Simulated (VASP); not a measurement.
Output of a VASP run:

### OUTCAR
```
 ion  position               nearest neighbor table
   1  0.333  0.667  0.250-   2 2.77   2 2.77   2 2.77   2 2.77   2 2.77   2 2.77
   2  0.667  0.333  0.750-   1 2.77   1 2.77   1 2.77   1 2.77   1 2.77   1 2.77
  LATTYP: Found a hexagonal cell.
 ALAT       =     2.6393041834
 C/A-ratio  =     1.7547186363
 Subroutine PRICEL returns:
 Original cell was already a primitive cell.
 Subroutine GETGRP returns: Found 24 space group operations
The static configuration has the point symmetry D_3d.
 The point group associated with its full space group is D_6h.
The dynamic configuration has the point symmetry D_3d.
The overall configuration has the point symmetry D_3d.
 Subroutine INISYM returns: Found 24 space group operations
 Subroutine IBZKPT returns following result:
 Found     96 irreducible k-points:

 Following reciprocal coordinates:
            Coordinates               Weight
  0.000000  0.000000  0.000000      1.000000
  0.071429  0.000000  0.000000      6.000000
  0.142857  0.000000  0.000000      6.000000
  0.214286  0.000000  0.000000      6.000000
  0.285714  0.000000  0.000000      6.000000
  0.357143  0.000000  0.000000      6.000000
  0.428571  0.000000  0.000000      6.000000
  0.500000  0.000000  0.000000      3.000000
  0.071429  0.071429  0.000000      6.000000
  0.142857  0.071429  0.000000     12.000000
  0.214286  0.071429  0.000000     12.000000
  0.285714  0.071429  0.000000     12.000000
  0.357143  0.071429  0.000000     12.000000
  0.428571  0.071429  0.000000     12.000000
  0.142857  0.142857  0.000000      6.000000
  0.214286  0.142857  0.000000     12.000000
  0.285714  0.142857  0.000000     12.000000
  0.357143  0.142857  0.000000     12.000000
  0.428571  0.142857  0.000000      6.000000
  0.214286  0.214286  0.000000      6.000000
  0.285714  0.214286  0.000000     12.000000
  0.357143  0.214286  0.000000     12.000000
  0.285714  0.285714  0.000000      6.000000
  0.357143  0.285714  0.000000      6.000000
  0.000000  0.000000  0.142857      2.000000
  0.071429  0.000000  0.142857     12.000000
  0.142857  0.000000  0.142857     12.000000
  0.214286  0.000000  0.142857     12.000000
  0.285714  0.000000  0.142857     12.000000
  0.357143  0.000000  0.142857     12.000000
  0.428571  0.000000  0.142857     12.000000
  0.500000  0.000000  0.142857      6.000000
  0.071429  0.071429  0.142857     12.000000
  0.142857  0.071429  0.142857     24.000000
  0.214286  0.071429  0.142857     24.000000
  0.285714  0.071429  0.142857     24.000000
  0.357143  0.071429  0.142857     24.000000
  0.428571  0.071429  0.142857     24.000000
  0.142857  0.142857  0.142857     12.000000
  0.214286  0.142857  0.142857     24.000000
   k-points           NKPTS =     96   k-points in BZ     NKDIM =     96   number of bands    NBANDS=     32
   number of dos      NEDOS =    301   number of ions     NIONS =      2
   total plane-waves  NPLWV =   9720
   dimension x,y,z NGX =    18 NGY =   18 NGZ =   30
   dimension x,y,z NGXF=    36 NGYF=   36 NGZF=   60
   ions per type =               2
   PREC   = accura    normal or accurate (medium, high low for compatibility)
   ISTART =      0    job   : 0-new  1-cont  2-samecut
   ICHARG =      2    charge: 1-file 2-atom 10-const
   ISPIN  =      1    spin polarized calculation?
   LNONCOLLINEAR =      T non collinear calculations
   LSORBIT =      T    spin-orbit coupling
   INIWAV =      1    electr: 0-lowe 1-rand  2-diag
   ENCUT  =  400.0 eV  29.40 Ry    5.42 a.u.   4.30  4.30  7.55*2*pi/ulx,y,z
   NELM   =    100;   NELMIN=  2; NELMDL= -5     # of ELM steps
   EDIFF  = 0.1E-05   stopping-criterion for ELM
   LREAL  =      F    real-space projection
   NLSPLINE    = F    spline interpolate recip. space projectors
   LMAXMIX     =    4 max onsite mixed and CHGCAR
   VOSKOWN=      0    Vosko Wilk Nusair interpolation
   EDIFFG = 0.1E-04   stopping-criterion for IOM
...
```

**OSZICAR**
```
       N       E                     dE             d eps       ncg     rms          rms(c)
DAV:   1     0.115599019871E+03    0.11560E+03   -0.10182E+04  6320   0.214E+03
DAV:   2    -0.114002216221E+02   -0.12700E+03   -0.12067E+03  6184   0.370E+02
DAV:   3    -0.200611364548E+02   -0.86609E+01   -0.86019E+01  6992   0.109E+02
DAV:   4    -0.201562288392E+02   -0.95092E-01   -0.95076E-01  6824   0.128E+01
DAV:   5    -0.201563820952E+02   -0.15326E-03   -0.15326E-03  6936   0.437E-01    0.495E+00
DAV:   6    -0.175157948019E+02    0.26406E+01   -0.27362E+00  6984   0.377E+01    0.468E+00
DAV:   7    -0.170449552462E+02    0.47084E+00   -0.24395E-01  6720   0.999E+00    0.240E+00
DAV:   8    -0.171237793717E+02   -0.78824E-01   -0.59236E-02  7160   0.370E+00    0.385E-01
DAV:   9    -0.171271183815E+02   -0.33390E-02   -0.16711E-02  6488   0.170E+00    0.150E-01
DAV:  10    -0.171282412082E+02   -0.11228E-02   -0.86951E-03  7720   0.168E+00    0.901E-02
DAV:  11    -0.171291479062E+02   -0.90670E-03   -0.53527E-03  6384   0.570E-01    0.763E-02
DAV:  12    -0.171277629026E+02    0.13850E-02   -0.25338E-04  7040   0.163E-01    0.883E-02
DAV:  13    -0.171295910852E+02   -0.18282E-02   -0.80693E-04  6400   0.395E-01    0.140E-02
DAV:  14    -0.171299649118E+02   -0.37383E-03   -0.11387E-04  6472   0.130E-01    0.124E-02
DAV:  15    -0.171299717322E+02   -0.68204E-05   -0.13123E-05  6976   0.325E-02    0.125E-02
DAV:  16    -0.171299667550E+02    0.49772E-05   -0.24631E-06  5640   0.154E-02    0.323E-03
DAV:  17    -0.171299682772E+02   -0.15221E-05   -0.38813E-06  6704   0.275E-02    0.152E-03
DAV:  18    -0.171299688031E+02   -0.52592E-06   -0.25399E-07  3504   0.592E-03
   1 F= -.17129969E+02 E0= -.17129761E+02  d E =-.415048E-03  mag=     0.0000    -0.0000     0.0000
       N       E                     dE             ncg
```

**OUTCAR**
```
------------------------ aborting loop because EDIFF is reached ----------------------------------------
  FORCE on cell =-STRESS in cart. coord.  units (eV):
  Direction    XX          YY          ZZ          XY          YZ          ZX
  --------------------------------------------------------------------------------------
  Total       -0.0281070     -0.0281070     -0.0359401      0.0000000     -0.0000000      0.0000000
  in kB       -1.6118266     -1.6118267     -2.0610241      0.0000000     -0.0000000      0.0000000
  external PRESSURE =      -1.7615591 kB  Pullay stress =       0.0000000 kB
  volume of cell :       27.94
      direct lattice vectors                 reciprocal lattice vectors
     2.639304183  0.000000000  0.000000000     0.378887741  0.218750935  0.000000000
    -1.319652092  2.285704511  0.000000000     0.000000000  0.437501871  0.000000000
     0.000000000  0.000000000  4.631236238     0.000000000  0.000000000  0.215925068
 POSITION                                       TOTAL-FORCE (eV/Angst)
 -----------------------------------------------------------------------------------
     -0.00000      1.52380      1.15781         0.000000     -0.000000      0.000000
      1.31965      0.76190      3.47343        -0.000000      0.000000      0.000000
 -----------------------------------------------------------------------------------
    total drift:                                0.000061     -0.000035      0.000027
  FREE ENERGIE OF THE ION-ELECTRON SYSTEM (eV)
  ---------------------------------------------------
  free  energy   TOTEN  =       -17.1299688031 eV

  energy  without entropy=      -17.1295537548  energy(sigma->0) =      -17.12976128

 Ion:    1  E_soc:     -0.0088872

 Ion:    2  E_soc:     -0.0088872
```
(Selected blocks of OUTCAR.)

### POSCAR
```
Zn
1
    2.6393041834    -0.0000000000    -0.0000000000
   -1.3196520917     2.2857045113    -0.0000000000
   -0.0000000000    -0.0000000000     4.6312362376
Zn
2
Direct
  0.3333330000   0.6666670000   0.2500000000
  0.6666670000   0.3333330000   0.7500000000
```

Q: Write an INCAR and KPOINTS that could have produced this output.

A: Several could match; the one computed here: the input of the run itself, r2SCAN+rVV10 with spin-orbit coupling, plane waves, VASP's PBE PAW potentials (set 64).

**KPOINTS**
```
Automatic mesh
0
Gamma
14 14 7
0 0 0
```

INCAR:
```
SYSTEM  =  Zn
PREC  =  Accurate; ENCUT  =  400; LREAL  =  F
LASPH  =  T
EDIFF  =  1E-6; NELM  =  100; ALGO  =  Normal
LMAXMIX  =  4; LMIXTAU  =  T
ISMEAR  =  0; SIGMA  =  0.05
METAGGA  =  R2SCAN; LUSE_VDW  =  T; BPARAM  =  11.95
CPARAM  =  0.0093; GGA_COMPAT  =  F
MAGMOM  =  0 0 0 0 0 0
LSORBIT  =  T
LWAVE  =  F; LCHARG  =  F
```

### KPOINTS_OPT
```
k-points along high-symmetry lines
5
Line-mode
Reciprocal
  0.000000   0.000000   0.000000 ! GAMMA
  0.500000   0.000000   0.000000 ! M

  0.500000   0.000000   0.000000 ! M
  0.333333   0.333333   0.000000 ! K

  0.333333   0.333333   0.000000 ! K
  0.000000   0.000000   0.000000 ! GAMMA

  0.000000   0.000000   0.000000 ! GAMMA
  0.000000   0.000000   0.500000 ! A

  0.000000   0.000000   0.500000 ! A
  0.500000   0.000000   0.500000 ! L

  0.500000   0.000000   0.500000 ! L
  0.333333   0.333333   0.500000 ! H

  0.333333   0.333333   0.500000 ! H
  0.000000   0.000000   0.500000 ! A

  0.500000   0.000000   0.500000 ! L
  0.500000   0.000000   0.000000 ! M

  0.333333   0.333333   0.500000 ! H
  0.333333   0.333333   0.000000 ! K
```

POTCAR, in this order: Zn (PBE.64 set). Program: vasp_ncl.

The structure comes from a measured Zn entry (P6_3/mmc) of the Crystallography Open Database, whose conditions weren't checked. It was relaxed first, which changed the volume by -8 %.
